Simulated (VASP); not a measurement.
Computed with PBEsol GGA, VASP's PBE PAW potentials (set 64) (plane waves; VASP).

VASP ran on this input.

KPOINTS:
```
Automatic mesh
0
Gamma
9 9 9
0 0 0
```

### POSCAR
```
HfN
1
    0.0000000000     2.2750000000     2.2750000000
    2.2750000000     0.0000000000     2.2750000000
    2.2750000000     2.2750000000     0.0000000000
Hf N
1 1
Direct
  0.0000000000   0.0000000000   0.0000000000
  0.5000000000   0.5000000000   0.5000000000
```

**INCAR**
```
SYSTEM = HfN
PREC = Accurate
ENCUT = 520
EDIFF = 1E-6
NELM = 100
ALGO = Normal
LREAL = .FALSE.
LASPH = .TRUE.
ISMEAR = 0
SIGMA = 0.05
GGA = PS
LMAXMIX = 6
LWAVE = .FALSE.
LCHARG = .FALSE.
IBRION = 2
ISIF = 3
NSW = 60
EDIFFG = -0.01
```

POTCAR, in this order: Hf_pv N (PBE.64 set). Program: vasp_std.

Energy and stress use the plane-wave basis of the starting cell. Unless said otherwise, spin-orbit coupling is left out, though it shifts the bands of the heavy elements here.

### Question
Estimate the energy per atom (σ→0), volume per atom, band gap (on the k-mesh).

### Answer

```
Quantity                                                    Result
------------------------  ----------------------------------------
energy per atom (σ→0)                              -11.500 eV/atom
band gap (on the k-mesh)  none (metal, semimetal or under 0.01 eV)
volume per atom                                     11.32 Å^3/atom
```

File OSZICAR:
```
...
DAV:   7    -0.230004648521E+02    0.82510E-06   -0.27416E-06   833   0.169E-02
   3 F= -.23000465E+02 E0= -.22999437E+02  d E =-.314569E-01
       N       E                     dE             d eps       ncg     rms          rms(c)
DAV:   1    -0.230005204358E+02   -0.54759E-04   -0.10360E-03   773   0.331E-01    0.109E-01
DAV:   2    -0.230004913827E+02    0.29053E-04   -0.48815E-05   818   0.665E-02    0.499E-02
DAV:   3    -0.230004829143E+02    0.84684E-05   -0.18332E-05   851   0.420E-02    0.321E-02
DAV:   4    -0.230004827526E+02    0.16167E-06   -0.95025E-07   484   0.105E-02
   4 F= -.23000483E+02 E0= -.22999454E+02  d E =-.314748E-01
```

The structure comes from a measured HfN entry (Fm-3m) of the Crystallography Open Database, whose conditions weren't checked. This run relaxes it. Symmetry was kept, so distortions that lower it aren't found. The electron count is odd and the run is not spin-polarised, which forces a metal.
